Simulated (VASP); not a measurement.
```
CELL_PARAMETERS angstrom
     -3.05000     3.05000     3.05000
      3.05000    -3.05000     3.05000
      3.05000     3.05000    -3.05000
ATOMIC_POSITIONS crystal
  Cs 0.00000 0.00000 0.00000
```

The numbers are results of LDA (Ceperley-Alder, Perdew-Zunger), VASP's LDA PAW potentials (set 64) (plane waves; VASP), not measurements. Run with 520 eV cut-off, 8×8×8 Γ-centred mesh, first-order Methfessel-Paxton smearing of 0.10 eV, potentials Cs_sv.

Energy and stress use the plane-wave basis of the starting cell.

The ions, cell shape and volume are relaxed. What does this cell relax into?

```
CELL_PARAMETERS angstrom
     -2.87406     2.87406     2.87406
      2.87406    -2.87406     2.87406
      2.87406     2.87406    -2.87406
ATOMIC_POSITIONS crystal
  Cs 0.00000 0.00000 0.00000
```
Space group Im-3m (229), at a tolerance of 0.03 Å.

How do energy and volume change from the first to the last step?

The energy (σ→0) changes by -20.6 meV/atom and the volume by -16.3 %, in 4 ionic steps.

The compound is Cs in the bcc structure. This run relaxes it. Symmetry was kept, so distortions that lower it aren't found.
